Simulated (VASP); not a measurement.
Data:

```
CELL_PARAMETERS angstrom
      0.00000     2.96684     2.96684
      2.96684     0.00000     2.96684
      2.96684     2.96684     0.00000
ATOMIC_POSITIONS crystal
  Cd 0.00000 0.00000 0.00000
  S  0.25000 0.25000 0.25000
```

The numbers are results of PW91 GGA, VASP's PBE PAW potentials (set 64) (plane waves; VASP), not measurements. Numerical set-up: 520 eV cut-off, Gaussian smearing of 0.050 eV, potentials Cd S.

Q: Give the energies of bands 6 to 11 at the high-symmetry points, in eV from the valence-band maximum.

A: 
| band | Γ | X | U | L | W |
|---|---|---|---|---|---|
| 6 | -7.16 | -6.76 | -6.65 | -6.82 | -6.61 |
| 7 | 0.00 | -3.73 | -3.70 | -4.10 | -3.66 |
| 8 | 0.00 | -1.71 | -2.32 | -0.68 | -2.05 |
| 9 | 0.00 | -1.71 | -1.39 | -0.68 | -2.02 |
| 10 | 1.02 | 3.62 | 4.22 | 2.92 | 5.20 |
| 11 | 6.54 | 4.27 | 5.32 | 7.00 | 5.43 |

The gap is direct, 1.02 eV, from the valence maximum at Γ to the conduction minimum at Γ.

Measured: gap 2.48 eV at 4 K (computed value off by -1.46 eV), as given by arXiv:1206.3780.

The compound is CdS in the zinc blende structure, a metastable form; wurtzite is the usual one. It was relaxed first, which changed the volume by +6 %.
